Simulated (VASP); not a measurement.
Here is the system:

```xyz
4
Lattice="4.1167 0.0000 0.0000 0.0000 4.1167 0.0000 0.0000 0.0000 4.1167" Properties=species:S:1:pos:R:3 pbc="T T T"
Sc     0.0000     0.0000     0.0000
Al     0.0000     2.0583     2.0583
Al     2.0583     0.0000     2.0583
Al     2.0583     2.0583     0.0000
```

Calculation: revTPSS meta-GGA, VASP's PBE PAW potentials (set 64) (plane waves; VASP). Settings: 520 eV cut-off, 8×8×8 Γ-centred mesh, first-order Methfessel-Paxton smearing of 0.10 eV, potentials Sc_sv Al.

Task: Give the stress tensor in GPa (positive for a compressed cell).

Result: 
```
-2.54   0.00   0.00
 0.00  -2.54   0.00
 0.00   0.00  -2.54
```
The pressure is its mean diagonal, -2.54 GPa.

The compound is Al3Sc in the L1_2 structure. This cell is one point of a volume scan, at 1.03 of the reference volume.
